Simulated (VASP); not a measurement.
Output of a VASP run:

File OSZICAR:
```
       N       E                     dE             d eps       ncg     rms          rms(c)
DAV:   1     0.133104465153E+02    0.13310E+02   -0.40437E+03  5532   0.106E+03
DAV:   2    -0.883270621241E+01   -0.22143E+02   -0.20776E+02  5295   0.123E+02
DAV:   3    -0.911710997518E+01   -0.28440E+00   -0.28255E+00  5785   0.190E+01
DAV:   4    -0.911835443955E+01   -0.12445E-02   -0.12444E-02  5667   0.115E+00
DAV:   5    -0.911836524684E+01   -0.10807E-04   -0.10806E-04  5618   0.970E-02    0.131E+01
DAV:   6    -0.818269897387E+01    0.93567E+00   -0.10150E+01  5536   0.531E+01    0.434E+00
DAV:   7    -0.815287697146E+01    0.29822E-01   -0.33887E-01  5529   0.971E+00    0.298E+00
DAV:   8    -0.814227933822E+01    0.10598E-01   -0.66693E-03  6413   0.684E-01    0.150E+00
DAV:   9    -0.813464614453E+01    0.76332E-02   -0.48274E-03  6639   0.531E-01    0.279E-01
DAV:  10    -0.813472830230E+01   -0.82158E-04   -0.12368E-03  5467   0.450E-01    0.928E-02
DAV:  11    -0.813470646591E+01    0.21836E-04   -0.12402E-04  5496   0.181E-01    0.188E-02
DAV:  12    -0.813470807270E+01   -0.16068E-05   -0.49034E-06  5428   0.389E-02    0.134E-02
DAV:  13    -0.813470870274E+01   -0.63003E-06   -0.20435E-06  5440   0.251E-02    0.220E-03
DAV:  14    -0.813470864281E+01    0.59926E-07   -0.53701E-08  2823   0.362E-03
   1 F= -.62498154E+01 E0= -.62496964E+01  d E =-.624982E+01  mag=     1.9682
```

OUTCAR:
```
------------------------ aborting loop because EDIFF is reached ----------------------------------------
  FORCE on cell =-STRESS in cart. coord.  units (eV):
  Direction    XX          YY          ZZ          XY          YZ          ZX
  --------------------------------------------------------------------------------------
  Total        1.8834779      1.8834779      1.8834779      0.0000000     -0.0000000     -0.0000000
  in kB      299.7747349    299.7747349    299.7747349      0.0000000     -0.0000000     -0.0000000
  external PRESSURE =      -0.2252651 kB  Pullay stress =     300.0000000 kB
  volume of cell :       10.07
      direct lattice vectors                 reciprocal lattice vectors
    -1.360208130  1.360208130  1.360208130     0.000000000  0.367590804  0.367590804
     1.360208130 -1.360208130  1.360208130     0.367590804  0.000000000  0.367590804
     1.360208130  1.360208130 -1.360208130     0.367590804  0.367590804  0.000000000
 POSITION                                       TOTAL-FORCE (eV/Angst)
 -----------------------------------------------------------------------------------
      0.00000      0.00000      0.00000         0.000000     -0.000000      0.000000
 -----------------------------------------------------------------------------------
    total drift:                                0.000000      0.000000      0.000000
  FREE ENERGIE OF THE ION-ELECTRON SYSTEM (eV)
  ---------------------------------------------------
  free  energy   TOTEN  =        -8.1347086428 eV

  energy  without entropy=       -8.1343518507  energy(sigma->0) =       -8.13458971
  enthalpy is  TOTEN    =        -6.2498153764 eV   P V=        1.8848932664

 total charge

# of ion       s       p       d       tot
------------------------------------------
    1        0.544   0.659   6.348   7.551

 magnetization (x)

# of ion       s       p       d       tot
------------------------------------------
    1       -0.011  -0.050   2.004   1.943

 reached required accuracy - stopping structural energy minimisation
```
(Selected blocks of OUTCAR.)

File POSCAR:
```
Fe
1
   -1.3602081304     1.3602081304     1.3602081304
    1.3602081304    -1.3602081304     1.3602081304
    1.3602081304     1.3602081304    -1.3602081304
Fe
1
Direct
  0.0000000000   0.0000000000   0.0000000000
```

Task: Write an INCAR and KPOINTS that could have produced this output.

Result: This is not unique; one that fits is the input of the run itself, PBE GGA, plane waves, VASP's PBE PAW potentials (set 64).

### INCAR
```
SYSTEM = Fe
PREC = Accurate
ENCUT = 480
EDIFF = 1E-7
NELM = 100
ALGO = Normal
LREAL = .FALSE.
LASPH = .TRUE.
ISMEAR = 1
SIGMA = 0.1
GGA = PE
LMAXMIX = 4
ISPIN = 2
MAGMOM = 2.2
LORBIT = 10
LWAVE = .FALSE.
LCHARG = .FALSE.
ISIF = 3
IBRION = 2
NSW = 40
EDIFFG = -0.01
PSTRESS = 300
```

File KPOINTS:
```
Automatic mesh
0
Gamma
16 16 16
0 0 0
```

POTCAR, in this order: Fe (PBE.64 set). Program: vasp_std.

The compound is Fe in the bcc structure. It was relaxed first under an external pressure of 30 GPa.
